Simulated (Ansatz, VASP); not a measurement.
# HfC with different potentials

System: HfC (rock salt type, first atom moved by 0.06 Å along [111]), 2 atoms in the cell.

```
CELL_PARAMETERS angstrom
0.00000 2.32500 2.32500
2.32500 0.00000 2.32500
2.32500 2.32500 0.00000
ATOMIC_POSITIONS crystal
Hf 0.00745 0.00745 0.00745
C 0.50000 0.50000 0.50000
```

All runs use HSE06; k-mesh 4×4×4 Γ-centred; Fermi–Dirac smearing of 0.1 eV; no spin polarisation; no spin–orbit coupling. Exact exchange at q = 0 is regularized (HFRCUT = 0 in VASP). VASP pressures are printed at a fixed basis; Ansatz's pressures include its basis correction. The all-electron reference is a plane-wave run on PAW datasets generated for this crystal and functional, not LAPW.

```csv
run,pressure (GPa),Fx on Hf1 (eV/Å)
"Ansatz with JTH PAW, 1230 eV",-0.85,-0.033
"Ansatz PAW soft set 1, 420 eV",-0.60,-0.031
"VASP, Hf_pv/C, 520 eV",-3.52,-0.022
"Ansatz PAW hard set, 700 eV",-0.66,-0.030
"Ansatz hand-made PAW, 820 eV",-0.66,-0.031
```

Task: What does the all-electron calculation give for these quantities?

Result: Ansatz all-electron PAW datasets made for this crystal, inner shells by Dirac's equation, 490 eV: pressure -0.54 GPa, Fx on Hf1 -0.031 eV/Å. All forces:

```tsv
atom	Fx (eV/Å)	Fy (eV/Å)	Fz (eV/Å)
Hf1	-0.031	-0.031	-0.031
C2	0.031	0.031	0.031
```

The k-mesh is coarse, so these values belong to this mesh and can lie far from the converged ones. Potentials made with PBE were used with another functional (at least in: Ansatz with JTH PAW, 1230 eV; VASP, Hf_pv/C, 520 eV; Ansatz PAW hard set, 700 eV).
